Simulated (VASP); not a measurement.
```
CELL_PARAMETERS angstrom
     -1.61863     1.61863     3.94835
      1.61863    -1.61863     3.94835
      1.61863     1.61863    -3.94835
ATOMIC_POSITIONS crystal
  Si 0.66457 0.66457 0.00000
  Si 0.33543 0.33543 0.00000
  Mo 0.00000 0.00000 0.00000
```

Method: PBE GGA, VASP's PBE PAW potentials (set 64) (plane waves; VASP 6.6.1). Run with 300 eV cut-off, 14×14×14 Γ-centred mesh, Gaussian smearing of 0.10 eV, potentials Si Mo_sv.

At this cut-off the stress carries a Pulay error, which pulls relaxed volumes low.

### Question
Give the stress tensor in GPa (positive for a compressed cell).

### Answer

```
-3.44   0.00   0.00
 0.00  -3.44   0.00
 0.00   0.00  -2.60
```
The pressure is its mean diagonal, -3.16 GPa.

The structure comes from a computed database's Si2Mo entry; how it stands against other phases isn't given here. The cell was not relaxed at this level.
